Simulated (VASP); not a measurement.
# MgC18 in VASP: notebook, part 2 of 2

VASP 6.6.1. The steps go on from the part before.

## Step 3: Relaxation of the atoms, PBE+D3(BJ)

The input, INCAR:

```
PREC = Accurate
ENCUT = 520
EDIFF = 1E-6
ISMEAR = -1
SIGMA = 0.05
LREAL = Auto
LASPH = True
NELM = 100
ALGO = Normal
ISIF = 2
LWAVE = False
LCHARG = False
GGA = PE
IVDW = 12
IBRION = 2
NSW = 80
EDIFFG = -0.03
```

The input, KPOINTS:

```
regular mesh
0
Gamma
  2 2 1
```

The input, POSCAR:

```
MgC18
1.0
    7.3980000000      0.0000000000      0.0000000000
   -3.6990000000      6.4068560000      0.0000000000
    0.0000000000      0.0000000000     11.0000000000
C Mg
18 1
Direct
    0.0000000000      0.0000000000      0.0909091000
    0.2222222000      0.1111111000      0.0909091000
    0.0000000000      0.3333333000      0.0909091000
    0.2222222000      0.4444444000      0.0909091000
    0.0000000000      0.6666667000      0.0909091000
    0.2222222000      0.7777778000      0.0909091000
    0.3333333000      0.0000000000      0.0909091000
    0.5555556000      0.1111111000      0.0909091000
    0.3333333000      0.3333333000      0.0909091000
    0.5555556000      0.4444444000      0.0909091000
    0.3333333000      0.6666667000      0.0909091000
    0.5555556000      0.7777778000      0.0909091000
    0.6666667000      0.0000000000      0.0909091000
    0.8888889000      0.1111111000      0.0909091000
    0.6666667000      0.3333333000      0.0909091000
    0.8888889000      0.4444444000      0.0909091000
    0.6666667000      0.6666667000      0.0909091000
    0.8888889000      0.7777778000      0.0909091000
    0.1601539000      0.9111359000      0.2672727000
```

Potentials or basis: VASP PAW PBE potentials, release 64 (C, Mg).

Run with:

```console
$ cat potpaw_PBE.64/C/POTCAR potpaw_PBE.64/Mg/POTCAR > POTCAR
$ mpirun -np 1 vasp_std > vasp.out
```

Run time: 54 min. Hardware: 1 thread of Intel Xeon Platinum 8488C (Sapphire Rapids), shared host; peak memory 0.65 GiB.

It converged, with:

```
Free energy                  : -167.5225 eV
Energy gained by relaxing    : 32.3 meV/atom
Ionic steps                  : 67
Largest force after relaxing : 0.028 eV/Å
Band gap on the k mesh       : 0.15 eV, direct
Dispersion energy per atom   : -0.100 eV
```

Forces in eV/Å, atoms in the order of the input:
```
C   -0.001  0.006  0.004
C   -0.009 -0.003  0.003
C    0.016  0.023  0.000
C   -0.001 -0.001  0.008
C   -0.014 -0.014  0.005
C   -0.012  0.013  0.003
C    0.001 -0.016  0.004
C   -0.012 -0.002 -0.013
C   -0.001 -0.014 -0.011
C    0.010  0.003  0.000
C   -0.002  0.010 -0.009
C    0.008  0.006  0.000
C   -0.004  0.007  0.008
C    0.011 -0.022 -0.013
C    0.007 -0.020  0.009
C    0.003  0.010 -0.011
C   -0.006  0.009 -0.002
C    0.007  0.002 -0.004
Mg  -0.001  0.000  0.019
```

Step by step:
```tsv
step	energy change (eV)	largest force (eV/Å)	pressure (GPa)
1	0.0000	1.1370	1.12
3	-0.0548	0.7681	1.05
5	-0.0853	0.5851	0.96
7	-0.1396	0.5145	0.78
9	-0.1607	0.3792	0.71
11	-0.2167	0.8779	0.81
13	-0.2960	1.5807	0.76
15	-0.2964	1.6498	0.72
17	-0.3034	1.7418	0.62
19	-0.3159	1.7920	0.55
21	-0.3910	1.0375	0.50
23	-0.4428	0.5579	0.47
25	-0.4541	0.9202	0.47
27	-0.4811	0.4682	0.46
29	-0.4989	0.5316	0.44
31	-0.5283	0.4770	0.40
33	-0.5315	0.7518	0.39
35	-0.5606	0.3665	0.34
37	-0.5869	0.3022	0.30
39	-0.5924	0.2102	0.29
41	-0.6011	0.1680	0.28
43	-0.6026	0.1037	0.28
45	-0.6037	0.1002	0.27
47	-0.6050	0.1326	0.27
49	-0.6067	0.0967	0.26
51	-0.6084	0.0861	0.24
53	-0.6096	0.1072	0.24
55	-0.6106	0.0564	0.23
57	-0.6114	0.0392	0.23
59	-0.6117	0.0351	0.22
61	-0.6120	0.0363	0.22
63	-0.6122	0.0313	0.22
65	-0.6124	0.0453	0.22
67	-0.6128	0.0285	0.21
```

Final structure:
```xyz
19
Lattice="7.3980 0.0000 0.0000 -3.6990 6.4069 0.0000 0.0000 0.0000 11.0000" Properties=species:S:1:pos:R:3 pbc="T T T"
C     0.0174    0.0043    0.9278
C     1.2465    0.7141    0.9262
C    -1.2251    2.1389    0.9359
C     0.0175    2.8564    0.9348
C    -2.4521    4.2830    0.9284
C    -1.2228    4.9921    0.9278
C     2.4757    0.0048    0.9262
C     3.7180    0.7219    0.9331
C     1.2460    2.1484    0.9324
C     2.4742    2.8570    0.9342
C     0.0187    4.2743    0.9339
C     1.2462    4.9838    0.9356
C     4.9452    0.0115    0.9356
C     6.1729    0.7213    0.9348
C     3.7168    2.1403    0.9342
C     4.9452    2.8484    0.9342
C     2.4742    4.2748    0.9340
C     3.7164    4.9921    0.9288
Mg   -2.4254    5.7178    4.1621
```

Levels at points of the mesh, in eV from the valence-band top:
```tsv
k point	band 34	band 35	band 36	band 37	band 38	band 39	band 40	band 41
(0.00, 0.00, 0.00)	-2.96	-0.20	0.00	0.00	0.15	0.15	3.40	3.61
(0.50, 0.00, 0.00)	-2.58	-2.55	-2.29	-0.10	1.74	2.56	2.57	2.58
(0.00, 0.50, 0.00)	-2.58	-2.55	-2.28	-0.10	1.74	2.56	2.58	2.58
(0.50, 0.50, 0.00)	-2.58	-2.55	-2.28	-0.10	1.74	2.56	2.57	2.58
```

Caveat: the k mesh is coarse (spacing up to 0.49 Å⁻¹), so the values aren't converged.

## Step 4: Single point, PBE+D3(BJ)

The input, INCAR:

```
ALGO = Normal
EDIFF = 1E-6
ENCUT = 520
GGA = PE
ISIF = 2
ISMEAR = -1
IVDW = 12
LASPH = T
LCHARG = F
LREAL = Auto
LWAVE = F
NBANDS = 52
NELM = 100
PREC = Accurate
SIGMA = 0.05
```

The input, KPOINTS:

```
k-points
0
Gamma
  2 2 1
```

The input, POSCAR:

```
MgC18
1.0
    7.3980000000      0.0000000000      0.0000000000
   -3.6990000000      6.4068560000      0.0000000000
    0.0000000000      0.0000000000     11.0000000000
C Mg
18 1
Direct
    0.0020564140      0.0003669507      0.0842705455
    0.2234984908      0.1110975493      0.0841501818
    0.0007990872      0.3336541355      0.0847268182
    0.2247549554      0.4456318356      0.0846957273
    0.0020544123      0.6681996599      0.0842591818
    0.2235001633      0.7789124650      0.0841395455
    0.3342371150      0.0003736622      0.0840873636
    0.5581635153      0.1123362223      0.0844832727
    0.3354723762      0.3350282884      0.0845325455
    0.5567935088      0.4456413567      0.0847183636
    0.3354736134      0.6669561482      0.0845240909
    0.5567926388      0.7776628662      0.0847168182
    0.6687765961      0.0016259145      0.0847026364
    0.8900918172      0.1123363784      0.0846280000
    0.6687775617      0.3336627201      0.0847011818
    0.8900906479      0.4442656429      0.0846189091
    0.6674048167      0.6669572408      0.0846743636
    0.8913375507      0.7789235469      0.0843287273
    0.1300787911      0.8975030811      0.3826781818
```

Potentials or basis: VASP PAW PBE potentials, release 64 (C, Mg).

Run with:

```console
$ cat potpaw_PBE.64/C/POTCAR potpaw_PBE.64/Mg/POTCAR > POTCAR
$ mpirun -np 1 vasp_std > vasp.out
```

OUTCAR:

```text
EDIFF = 1E-6
   ENCUT = 520
   GGA = PE
   ISIF = 2
   ISMEAR = -1
   IVDW = 12
   LASPH = T
   LREAL = Auto
   NELM = 100
   PREC = Accurate
 IVDW          = 12

 ion  position               nearest neighbor table
   1  0.002  0.000  0.084-   2 1.42  18 1.42  14 1.43
   2  0.223  0.111  0.084-   1 1.42   7 1.42   9 1.43
   3  0.001  0.334  0.085-  14 1.42  16 1.42   4 1.43
   4  0.225  0.446  0.085-   9 1.42  11 1.42   3 1.43
[... 439 lines left out ...]
  -------------------------------------------------------------------------------------
  Total       1.14497     1.13495    -0.34292     0.00004    -0.00313    -0.01308
  in kB       3.51846     3.48768    -1.05377     0.00013    -0.00962    -0.04018
  external pressure =        1.98 kB  Pullay stress =        0.00 kB

 VOLUME and BASIS-vectors are now :
 -----------------------------------------------------------------------------
  energy-cutoff  :      520.00
  volume of cell :      521.38
      direct lattice vectors                 reciprocal lattice vectors
     7.398000000  0.000000000  0.000000000     0.135171668  0.078041398  0.000000000
    -3.699000000  6.406856000  0.000000000     0.000000000  0.156082796  0.000000000
     0.000000000  0.000000000 11.000000000     0.000000000  0.000000000  0.090909091

 POSITION                                       TOTAL-FORCE (eV/Angst)
 -----------------------------------------------------------------------------------
      0.01386      0.00235      0.92698        -0.012917      0.006450     -0.001939
      1.24249      0.71179      0.92565         0.000479      0.017995      0.000995
     -1.22828      2.13767      0.93200         0.006898      0.004695      0.001893
      0.01435      2.85510      0.93165        -0.006645      0.001923      0.003974
     -2.45647      4.28106      0.92685         0.000951     -0.015512      0.002957
     -1.22774      4.99038      0.92554         0.016786     -0.006411     -0.000402
[... 11 lines left out ...]
      3.71288      4.99045      0.92762        -0.012663     -0.002647      0.000912
     -2.35754      5.75017      4.20946        -0.003457     -0.001228     -0.000908
 -----------------------------------------------------------------------------------
    total drift:                                0.010539     -0.007235      0.040384

  FREE ENERGIE OF THE ION-ELECTRON SYSTEM (eV)
  ---------------------------------------------------
  free  energy   TOTEN  =      -167.5227745014 eV

  energy  without entropy=     -167.4667046542  energy(sigma->0) =     -167.49473958
```

OSZICAR:

```text
N       E                     dE             d eps       ncg     rms          rms(c)
DAV:   1     0.562767417225E+03    0.56277E+03   -0.30044E+04   424   0.114E+03
DAV:   2    -0.890626430241E+02   -0.65183E+03   -0.62605E+03   624   0.268E+02
DAV:   3    -0.179398928298E+03   -0.90336E+02   -0.89678E+02   488   0.102E+02
[... 11 lines left out ...]
DAV:  15    -0.165623055015E+03   -0.18380E-03   -0.20747E-04   472   0.398E-02    0.120E-02
DAV:  16    -0.165623039386E+03    0.15630E-04   -0.41524E-05   448   0.172E-02    0.486E-03
DAV:  17    -0.165623040696E+03   -0.13102E-05   -0.11890E-05   452   0.781E-03    0.225E-03
DAV:  18    -0.165623042112E+03   -0.14161E-05   -0.12253E-06   336   0.347E-03    0.210E-03
DAV:  19    -0.165623042245E+03   -0.13275E-06   -0.35897E-07   312   0.203E-03
   1 F= -.16752277E+03 E0= -.16749474E+03  d E =-.560698E-01
```

Wall time 2.6 min (1 thread of Intel Xeon Platinum 8488C (Sapphire Rapids), shared host); peak memory 0.54 GiB.

What came out:

| Property | Result |
| --- | --- |
| Free energy | -167.5228 eV |
| Largest force | 0.018 eV/Å |
| Band gap on the k mesh | 0.15 eV, direct |
| Dispersion energy per atom | -0.100 eV |

Forces on the atoms (eV/Å):
```
C   -0.013  0.006 -0.002
C    0.000  0.018  0.001
C    0.007  0.005  0.002
C   -0.007  0.002  0.004
C    0.001 -0.016  0.003
C    0.017 -0.006  0.000
C    0.016  0.005 -0.002
C    0.000 -0.004 -0.002
C   -0.002 -0.009 -0.003
C    0.010 -0.003 -0.003
C   -0.005  0.000 -0.001
C   -0.001  0.004  0.002
C   -0.007 -0.016  0.002
C    0.007 -0.005  0.004
C   -0.010  0.008 -0.002
C    0.002  0.009 -0.003
C    0.000  0.006  0.001
C   -0.013 -0.003  0.001
Mg  -0.003 -0.001 -0.001
```

Caveat: the k mesh is coarse (spacing up to 0.49 Å⁻¹), so the values aren't converged.
